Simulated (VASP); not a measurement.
# How smearing and PAW data sets change a VASP run on HfC

Aim: find what the smearing and PAW data sets change for HfC, and what they cost. The atoms are off their equilibrium sites, so that forces can be compared too. The series runs use LDA. The smearing tried: ISMEAR = -1, SIGMA = 0.01; ISMEAR = -1, SIGMA = 0.05; ISMEAR = -1, SIGMA = 0.1; ISMEAR = -1, SIGMA = 0.2; ISMEAR = -1, SIGMA = 0.5; ISMEAR = 1, SIGMA = 0.01; ISMEAR = 1, SIGMA = 0.05; ISMEAR = 1, SIGMA = 0.1; ISMEAR = 1, SIGMA = 0.2; ISMEAR = 1, SIGMA = 0.5; ISMEAR = -5. The PAW data sets tried: minimal 64: Hf C; recommended 64: Hf_pv C; recommended 54: Hf_pv C; semicore 64: Hf_sv C; gw 64: Hf_sv_GW C_GW; hard 64: Hf_pv C_h; soft 64: Hf_pv C_s. The atoms of the start are displaced at random from the sites of a Fm-3m cell.

Method: LDA; plane waves and PAW (Hf_pv, C), in the first sound run; inputs show where later runs differ, in VASP 6.6.1.

The database entry behind the starting cell differs from later determinations by our own check (about 0.2 % long), so it need not match the best structure at ambient conditions.

## Step 1: Starting point

It takes space group P1 (No. 1, triclinic). The conventional cell has a = 3.288 Å, b = 3.288 Å, c = 3.288 Å, α = 60.00°, β = 60.00°, γ = 60.00°. Hf has 6 C at 2.29 to 2.36 Å nearest. Nearest to C lie 6 Hf at 2.29 to 2.36 Å. Farther neighbours are not listed.

As a file:

```cif
data_structure
_symmetry_space_group_name_H-M 'P 1'
_symmetry_Int_Tables_number 1
_cell_length_a 3.2880
_cell_length_b 3.2880
_cell_length_c 3.2880
_cell_angle_alpha 60.000
_cell_angle_beta 60.000
_cell_angle_gamma 60.000
_cell_volume 25.14
loop_
_atom_site_label
_atom_site_type_symbol
_atom_site_fract_x
_atom_site_fract_y
_atom_site_fract_z
_atom_site_occupancy
Hf1 Hf 0.48872 0.50833 0.48842 1
C2 C 0.99015 0.01910 0.99366 1
```

## Step 2: Smearing: ISMEAR = -1, SIGMA = 0.01

Smearing steadies the sum over the Fermi surface at the price of an entropy term. LDA, the lowest rung, knows the local density alone.

INCAR

```
SYSTEM = HfC
PREC = Accurate
ENCUT = 520
EDIFF = 1E-06
NELM = 100
ISMEAR = -1
SIGMA = 0.01
LREAL = .FALSE.
ALGO = Normal
GGA = CA
NBANDS = 13
LASPH = .TRUE.
LORBIT = 11
LWAVE = .FALSE.
LCHARG = .FALSE.
KPAR = 2
ISIF = 2
```

POSCAR

```
HfC
1.0
    0.0000000000      2.3250000000      2.3250000000
    2.3250000000      0.0000000000      2.3250000000
    2.3250000000      2.3250000000      0.0000000000
Hf C
1 1
Direct
    0.4887240000      0.5083250000      0.4884190000
   -0.0098520000      0.0191000000     -0.0063350000
```

KPOINTS

```
Automatic mesh
0
Gamma
7 7 7
0 0 0
```

The projector-augmented-wave data sets are Hf_pv and C (PBE family, release 64).

The run is started by

```console
$ mpirun -np 2 vasp_std
```

What it wrote:

```text
[banner, memory and clock lines left out]
running    2 mpi-ranks, on    1 nodes
 distrk:  each k-point on    1 cores,    2 groups
 distr:  one band on    1 cores,    1 groups

 POSCAR found type information on POSCAR HfC
 POSCAR found :  2 types and       2 ions
|                                                                             |
|               ----> ADVICE to this user running VASP <----                  |
|                                                                             |
|     You enforced a specific xc type in the INCAR file but a different       |
|     [... a line on the potential file left out ...]
|     I HOPE YOU KNOW WHAT YOU ARE DOING!                                     |
|                                                                             |

 LDA part: xc-table for (Slater(with rela. corr.)+CA(PZ))
 , standard interpolation
 POSCAR, INCAR and KPOINTS ok, starting setup
 FFT: planning ... GRIDC
 FFT: planning ... GRID_SOFT
 FFT: planning ... GRID
 WAVECAR not read
 entering main loop
       N       E                     dE             d eps       ncg     rms          rms(c)
DAV:   1     0.206997814989E+02    0.20700E+02   -0.78534E+03  4480   0.106E+03
DAV:   2    -0.243665689812E+02   -0.45066E+02   -0.42131E+02  5623   0.206E+02
DAV:   3    -0.259669861117E+02   -0.16004E+01   -0.15920E+01  5622   0.283E+01
DAV:   4    -0.259761178958E+02   -0.91318E-02   -0.91309E-02  4925   0.258E+00
DAV:   5    -0.259761839856E+02   -0.66090E-04   -0.66087E-04  5734   0.201E-01    0.574E+01
DAV:   6    -0.230039652842E+02    0.29722E+01   -0.13874E+01  5107   0.195E+01    0.407E+01
DAV:   7    -0.229108116850E+02    0.93154E-01   -0.65316E-01  5457   0.564E+00    0.246E+01
DAV:   8    -0.228943779921E+02    0.16434E-01   -0.90317E-02  5362   0.232E+00    0.629E+00
DAV:   9    -0.228862809443E+02    0.80970E-02   -0.33941E-02  5317   0.104E+00    0.202E+00
DAV:  10    -0.228857466332E+02    0.53431E-03   -0.21080E-03  5599   0.333E-01    0.919E-02
DAV:  11    -0.228857438250E+02    0.28081E-05   -0.10553E-04  4992   0.917E-02    0.617E-02
DAV:  12    -0.228857437330E+02    0.92038E-07   -0.23832E-06  5579   0.127E-02
   1 F= -.22885744E+02 E0= -.22885528E+02  d E =-.431297E-03
```

Elapsed: 8.8 s, on 2 MPI ranks of AMD EPYC 9R45, shared host; peak memory 0.29 GiB; 17 s of CPU time.

Lines that name or quote the potential files are left out of all logs, and their timing lines are given in words.

OUTCAR, selected parts (step 2):

```text
ion  position               nearest neighbor table
   1  0.489  0.508  0.488-   2 2.29   2 2.30   2 2.31   2 2.34   2 2.35   2 2.36
   2  0.990  0.019  0.994-   1 2.29   1 2.30   1 2.31   1 2.34   1 2.35   1 2.36

  LATTYP: Found a face centered cubic cell.
 ALAT       =     4.6500000000

 Subroutine GETGRP returns: Found  1 space group operations
 (whereof  1 operations were pure point group operations)

The static configuration has the point symmetry C_1 .

 Found    172 irreducible k-points:

   k-points           NKPTS =    172   k-points in BZ     NKDIM =    172   number of bands    NBANDS=     13

   dimension x,y,z NGX =    24 NGY =   24 NGZ =   24
   dimension x,y,z NGXF=    48 NGYF=   48 NGZF=   48

   ENCUT  =  520.0 eV  38.22 Ry    6.18 a.u.   6.11  6.11  6.11*2*pi/ulx,y,z

   NELECT =      14.0000    total number of electrons

 k-points in reciprocal lattice and weights: Automatic mesh
   0.00000000  0.00000000  0.00000000       0.003
   0.14285714  0.00000000  0.00000000       0.006
   0.00000000  0.14285714  0.00000000       0.006
   0.00000000  0.00000000  0.14285714       0.006
   0.14285714  0.14285714  0.14285714       0.006
   0.28571429  0.00000000  0.00000000       0.006
   0.00000000  0.28571429  0.00000000       0.006
   0.00000000  0.00000000  0.28571429       0.006
   0.28571429  0.28571429  0.28571429       0.006
[...]
0.28571429  0.42857143 -0.28571429       0.006
   0.42857143 -0.28571429  0.14285714       0.006

 average (electrostatic) potential at core
       1 -35.2788       2 -47.7525

 E-fermi :   5.5169

 k-point     1 :       0.0000    0.0000    0.0000
  band No.  band energies     occupation
      1     -23.7219      2.00000
      2     -23.7208      2.00000
      3     -23.7201      2.00000
      4      -6.5138      2.00000
      5       6.4363      0.00000
      6       6.5058      0.00000
      7       6.5961      0.00000
      8       6.9608      0.00000
      9       7.0845      0.00000
    ...

 k-point     2 :       0.1429    0.0000    0.0000
  band No.  band energies     occupation
    ...
      3     -23.7338      2.00000
      4      -6.0053      2.00000
      5       4.4642      2.00000
      6       5.0820      2.00000
      7       5.1423      2.00000
      8       7.6057      0.00000
      9       7.6217      0.00000
     10       8.0020      0.00000
     11      10.9206      0.00000
     12      10.9541      0.00000
    ...

 k-point     3 :       0.0000    0.1429    0.0000
  band No.  band energies     occupation
    ...
      3     -23.7340      2.00000
      4      -6.0056      2.00000
      5       4.4757      2.00000
      6       5.0829      2.00000
      7       5.1166      2.00000
      8       7.6123      0.00000
      9       7.6263      0.00000
     10       8.0137      0.00000
     11      10.9267      0.00000
     12      10.9377      0.00000
    ...

  Total       -1.7284653     -1.8015515     -1.7515482     -0.0263480     -0.0274890     -0.0403266
  in kB     -110.1722897   -114.8308003   -111.6435923     -1.6794186     -1.7521501     -2.5704156
  external PRESSURE =    -112.2155608 kB  Pullay stress =       0.0000000 kB

  energy-cutoff  :      520.00
  volume of cell :       25.14
      direct lattice vectors                 reciprocal lattice vectors
     0.000000000  2.325000000  2.325000000    -0.215053763  0.215053763  0.215053763
     2.325000000  0.000000000  2.325000000     0.215053763 -0.215053763  0.215053763
     2.325000000  2.325000000  0.000000000     0.215053763  0.215053763 -0.215053763

 POSITION                                       TOTAL-FORCE (eV/Angst)
 -----------------------------------------------------------------------------------
      2.31743      2.27186      2.31814         0.236187      0.097194      0.179618
      2.35468      4.61237      2.34650        -0.236187     -0.097194     -0.179618
 -----------------------------------------------------------------------------------
    total drift:                                0.000106      0.000061      0.000079

  FREE ENERGIE OF THE ION-ELECTRON SYSTEM (eV)
  ---------------------------------------------------
  free  energy   TOTEN  =       -22.8857437330 eV

  energy  without entropy=      -22.8853124362  energy(sigma->0) =      -22.88552808

 total charge
# of ion       s       p       d       tot
------------------------------------------
    1        0.307   6.635   1.704   8.646
    2        0.856   1.508   0.000   2.364
--------------------------------------------------
tot          1.163   8.142   1.704  11.009

[... 3 further parts left out ...]
```

The k-mesh is coarse for a metal. Harder data sets than Hf_pv exist (the GW ones), and pressures, volumes and forces can shift noticeably with them. The PAW data sets were made with PBE, though LDA sets exist; this is a small mismatch.

Numbers from this step:

* SCF cycles: 12
* electrons: 14
* bands: 13
* irreducible k-points: 172
* symmetry operations: 1
* free energy (TOTEN): -22.89 eV
* energy at zero smearing: -22.89 eV
* Fermi energy: 5.517 eV
* pressure: -11.22 GPa
* metallic: yes

The series starts at -11.4428 eV an atom and -11.22 GPa, after 12 cycles in 8.8 s. The entropy term T·S comes to 0.22 meV an atom in size.

## Step 3: Smearing: ISMEAR = -1, SIGMA = 0.05

INCAR, as its differences from that of step 2:

```diff
@@ -6,3 +6,3 @@
 ISMEAR = -1
-SIGMA = 0.01
+SIGMA = 0.05
 LREAL = .FALSE.
```

POSCAR is that of step 2.

KPOINTS is that of step 2.

The run is started by

```console
$ mpirun -np 2 vasp_std
```

What it wrote:

```text
[banner, memory and clock lines left out]
running    2 mpi-ranks, on    1 nodes
[...]
[... a notice as in an earlier step ...]

 LDA part: xc-table for (Slater(with rela. corr.)+CA(PZ))
 , standard interpolation
 POSCAR, INCAR and KPOINTS ok, starting setup
[...]
entering main loop
       N       E                     dE             d eps       ncg     rms          rms(c)
DAV:   1     0.206976411151E+02    0.20698E+02   -0.78534E+03  4480   0.106E+03
DAV:   2    -0.243671689293E+02   -0.45065E+02   -0.42129E+02  5623   0.206E+02
DAV:   3    -0.259672419922E+02   -0.16001E+01   -0.15922E+01  5622   0.283E+01
DAV:   4    -0.259763730121E+02   -0.91310E-02   -0.91301E-02  4925   0.258E+00
[...]
DAV:  10    -0.228885937289E+02    0.52216E-03   -0.19932E-03  5614   0.329E-01    0.618E-02
DAV:  11    -0.228885907955E+02    0.29334E-05   -0.10389E-04  5022   0.900E-02    0.603E-02
DAV:  12    -0.228885905366E+02    0.25889E-06   -0.21565E-06  5407   0.124E-02
   1 F= -.22888591E+02 E0= -.22886405E+02  d E =-.437076E-02
```

It took 9.4 s on 2 MPI ranks; peak memory 0.29 GiB.

OUTCAR, selected parts (step 3):

```text
  Total       -1.7208877     -1.7714194     -1.7457974     -0.0116064     -0.0086988     -0.0213460
  in kB     -109.6892975   -112.9101849   -111.2770358     -0.7397904     -0.5544608     -1.3605928
  external PRESSURE =    -111.2921727 kB  Pullay stress =       0.0000000 kB

 POSITION                                       TOTAL-FORCE (eV/Angst)
 -----------------------------------------------------------------------------------
      2.31743      2.27186      2.31814         0.260678      0.110219      0.199955
      2.35468      4.61237      2.34650        -0.260678     -0.110219     -0.199955
 -----------------------------------------------------------------------------------
    total drift:                                0.000120      0.000058      0.000081

  FREE ENERGIE OF THE ION-ELECTRON SYSTEM (eV)
  ---------------------------------------------------
  free  energy   TOTEN  =       -22.8885905366 eV

  energy  without entropy=      -22.8842197793  energy(sigma->0) =      -22.88640516

[... 2 parts as in an earlier step ...]

[... 1 further part left out ...]
[key lines of the parts left out:]
E-fermi :   5.5381
```

Against the run before the energy at zero width moves by -0.44 meV an atom and the pressure by +0.09 GPa, after 12 cycles in 9.4 s. The entropy term T·S comes to 2.19 meV an atom in size.

## Step 4: Smearing: ISMEAR = -1, SIGMA = 0.1

INCAR, as its differences from that of step 3:

```diff
@@ -6,3 +6,3 @@
 ISMEAR = -1
-SIGMA = 0.05
+SIGMA = 0.1
 LREAL = .FALSE.
```

POSCAR is that of step 3.

KPOINTS is that of step 3.

The run is started by

```console
$ mpirun -np 2 vasp_std
```

What it wrote:

```text
[... set-up lines as in an earlier step ...]
 entering main loop
       N       E                     dE             d eps       ncg     rms          rms(c)
DAV:   1     0.206915480723E+02    0.20692E+02   -0.78534E+03  4480   0.106E+03
DAV:   2    -0.243685871874E+02   -0.45060E+02   -0.42122E+02  5623   0.206E+02
DAV:   3    -0.259684066971E+02   -0.15998E+01   -0.15915E+01  5622   0.283E+01
DAV:   4    -0.259775367797E+02   -0.91301E-02   -0.91292E-02  4925   0.258E+00
[...]
DAV:  10    -0.228935718104E+02    0.52219E-03   -0.19917E-03  5609   0.329E-01    0.541E-02
DAV:  11    -0.228935685802E+02    0.32302E-05   -0.10430E-04  5032   0.900E-02    0.571E-02
DAV:  12    -0.228935683061E+02    0.27406E-06   -0.22925E-06  5481   0.128E-02
   1 F= -.22893568E+02 E0= -.22887897E+02  d E =-.113417E-01
```

Wall time 9.2 s (2 MPI ranks); peak memory 0.29 GiB.

OUTCAR, selected parts (step 4):

```text
  Total       -1.7135535     -1.7627984     -1.7386662     -0.0099598     -0.0074563     -0.0185153
  in kB     -109.2218152   -112.3606789   -110.8224946     -0.6348403     -0.4752629     -1.1801651
  external PRESSURE =    -110.8016629 kB  Pullay stress =       0.0000000 kB

 POSITION                                       TOTAL-FORCE (eV/Angst)
 -----------------------------------------------------------------------------------
      2.31743      2.27186      2.31814         0.267313      0.111838      0.203974
      2.35468      4.61237      2.34650        -0.267313     -0.111838     -0.203974
 -----------------------------------------------------------------------------------
    total drift:                                0.000118      0.000056      0.000079

  FREE ENERGIE OF THE ION-ELECTRON SYSTEM (eV)
  ---------------------------------------------------
  free  energy   TOTEN  =       -22.8935683061 eV

  energy  without entropy=      -22.8822266047  energy(sigma->0) =      -22.88789746

[... 2 parts as in an earlier step ...]

[... 1 further part left out ...]
[key lines of the parts left out:]
E-fermi :   5.5748
```

Against the run before the energy at zero width moves by -0.75 meV an atom and the pressure by +0.05 GPa, after 12 cycles in 9.2 s. The entropy term T·S comes to 5.67 meV an atom in size.

## Step 5: Smearing: ISMEAR = -1, SIGMA = 0.2

INCAR, as its differences from that of step 4:

```diff
@@ -6,3 +6,3 @@
 ISMEAR = -1
-SIGMA = 0.1
+SIGMA = 0.2
 LREAL = .FALSE.
```

POSCAR is that of step 4.

KPOINTS is that of step 4.

The run is started by

```console
$ mpirun -np 2 vasp_std
```

What it wrote:

```text
[... set-up lines as in an earlier step ...]
 entering main loop
       N       E                     dE             d eps       ncg     rms          rms(c)
DAV:   1     0.206694017897E+02    0.20669E+02   -0.78534E+03  4480   0.106E+03
DAV:   2    -0.243747314482E+02   -0.45044E+02   -0.42105E+02  5623   0.206E+02
DAV:   3    -0.259732570889E+02   -0.15985E+01   -0.15897E+01  5622   0.283E+01
DAV:   4    -0.259823824699E+02   -0.91254E-02   -0.91245E-02  4925   0.258E+00
[...]
DAV:  10    -0.229100494291E+02    0.51280E-03   -0.20049E-03  5604   0.329E-01    0.513E-02
DAV:  11    -0.229100452977E+02    0.41314E-05   -0.10403E-04  4997   0.906E-02    0.537E-02
DAV:  12    -0.229100450796E+02    0.21812E-06   -0.27672E-06  5607   0.137E-02
   1 F= -.22910045E+02 E0= -.22887175E+02  d E =-.457409E-01
```

Elapsed: 9.4 s, on 2 MPI ranks; peak memory 0.29 GiB.

OUTCAR, selected parts (step 5):

```text
  Total       -1.7006931     -1.7502629     -1.7258978     -0.0094177     -0.0071723     -0.0172378
  in kB     -108.4020933   -111.5616686   -110.0086366     -0.6002864     -0.4571593     -1.0987382
  external PRESSURE =    -109.9907995 kB  Pullay stress =       0.0000000 kB

 POSITION                                       TOTAL-FORCE (eV/Angst)
 -----------------------------------------------------------------------------------
      2.31743      2.27186      2.31814         0.271681      0.112680      0.206474
      2.35468      4.61237      2.34650        -0.271681     -0.112680     -0.206474
 -----------------------------------------------------------------------------------
    total drift:                                0.000104      0.000051      0.000069

  FREE ENERGIE OF THE ION-ELECTRON SYSTEM (eV)
  ---------------------------------------------------
  free  energy   TOTEN  =       -22.9100450796 eV

  energy  without entropy=      -22.8643041757  energy(sigma->0) =      -22.88717463

[... 2 parts as in an earlier step ...]

[... 1 further part left out ...]
[key lines of the parts left out:]
E-fermi :   5.6294
```

Against the run before the energy at zero width moves by +0.36 meV an atom and the pressure by +0.08 GPa, after 12 cycles in 9.4 s. The entropy term T·S comes to 22.87 meV an atom in size.

## Step 6: Smearing: ISMEAR = -1, SIGMA = 0.5

INCAR, as its differences from that of step 5:

```diff
@@ -6,3 +6,3 @@
 ISMEAR = -1
-SIGMA = 0.2
+SIGMA = 0.5
 LREAL = .FALSE.
```

POSCAR is that of step 5.

KPOINTS is that of step 5.

The run is started by

```console
$ mpirun -np 2 vasp_std
```

What it wrote:

```text
[... set-up lines as in an earlier step ...]
 entering main loop
       N       E                     dE             d eps       ncg     rms          rms(c)
DAV:   1     0.205251860698E+02    0.20525E+02   -0.78534E+03  4480   0.106E+03
DAV:   2    -0.244473936296E+02   -0.44973E+02   -0.42033E+02  5623   0.206E+02
DAV:   3    -0.260398648261E+02   -0.15925E+01   -0.15825E+01  5622   0.283E+01
DAV:   4    -0.260489828996E+02   -0.91181E-02   -0.91170E-02  4925   0.258E+00
[...]
DAV:  10    -0.230596205158E+02    0.50246E-03   -0.19939E-03  5599   0.330E-01    0.732E-02
DAV:  11    -0.230596146805E+02    0.58354E-05   -0.10452E-04  5022   0.911E-02    0.466E-02
DAV:  12    -0.230596145268E+02    0.15365E-06   -0.33333E-06  5672   0.149E-02
   1 F= -.23059615E+02 E0= -.22852400E+02  d E =-.414430E+00
```

Wall time 9.6 s (2 MPI ranks); peak memory 0.29 GiB.

From OUTCAR (step 6):

```text
  Total       -1.5545856     -1.6057429     -1.5806178     -0.0068385     -0.0052166     -0.0125049
  in kB      -99.0892079   -102.3499688   -100.7484983     -0.4358859     -0.3325030     -0.7970606
  external PRESSURE =    -100.7292250 kB  Pullay stress =       0.0000000 kB

 POSITION                                       TOTAL-FORCE (eV/Angst)
 -----------------------------------------------------------------------------------
      2.31743      2.27186      2.31814         0.287845      0.118931      0.218342
      2.35468      4.61237      2.34650        -0.287845     -0.118931     -0.218342
 -----------------------------------------------------------------------------------
    total drift:                                0.000095      0.000046      0.000062

  FREE ENERGIE OF THE ION-ELECTRON SYSTEM (eV)
  ---------------------------------------------------
  free  energy   TOTEN  =       -23.0596145268 eV

  energy  without entropy=      -22.6451846888  energy(sigma->0) =      -22.85239961

[... 2 parts as in an earlier step ...]

[... 1 further part left out ...]
[key lines of the parts left out:]
E-fermi :   5.7400
```

Against the run before the energy at zero width moves by +17.39 meV an atom and the pressure by +0.93 GPa, after 12 cycles in 9.6 s. The entropy term T·S comes to 207.21 meV an atom in size.

(Part 1 of 3 ends here.)

[Lines on the potential files, build, host, timing and source positions are cut from VASP's logs without a mark.]

[Logs are printed without paths, hosts, clocks, repeated set-up lines and the standing remarks that a program may print on its own settings, such as how far it seeks lower states.]

[Hosts, paths, dates, database ids (printed as entryN), source tags and the programs' standing remarks are cut or masked in the printed files.]

[A measured line is paired with the nearest computed mode of its activity, which favours agreement.]
